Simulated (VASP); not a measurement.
Consider the following.

```
CELL_PARAMETERS angstrom
      4.17101     0.00000     0.00000
      0.00000     4.17101     0.00000
      0.00000     0.00000     4.17101
ATOMIC_POSITIONS crystal
  Ba 0.00000 0.00000 0.00000
  Hf 0.50000 0.50000 0.50000
  O  0.50000 0.00000 0.50000
  O  0.00000 0.50000 0.50000
  O  0.50000 0.50000 0.00000
```

Method: r2SCAN meta-GGA, VASP's PBE PAW potentials (set 64) (plane waves; VASP). Numerical set-up: 520 eV cut-off, 6×6×6 Γ-centred mesh, tetrahedra with Blöchl corrections, potentials Ba_sv Hf_pv O.

Unless said otherwise, spin-orbit coupling is left out, though it shifts the bands of the heavy elements here.

Problem. Give the energies of bands 11 to 22 at the high-symmetry points, in eV from the valence-band maximum.

Solution. 
```csv
band,Γ,X,M,R
11,-1.73,-4.03,-4.30,-4.44
12,-1.73,-2.12,-3.87,-3.85
13,-1.73,-2.12,-3.80,-3.85
14,-1.01,-1.81,-2.41,-2.54
15,-1.01,-1.72,-2.41,-2.54
16,-1.01,-1.72,-1.09,-2.54
17,-0.23,-1.69,-0.94,0.00
18,-0.23,-0.57,-0.94,0.00
19,-0.23,-0.57,-0.08,0.00
20,4.12,4.68,6.80,6.69
21,4.12,6.91,6.80,6.69
22,4.12,6.91,7.26,6.69
```

The gap is indirect, 4.12 eV, from the valence maximum at R to the conduction minimum at Γ.

The compound is BaHfO3 in the cubic perovskite structure. It was relaxed first.
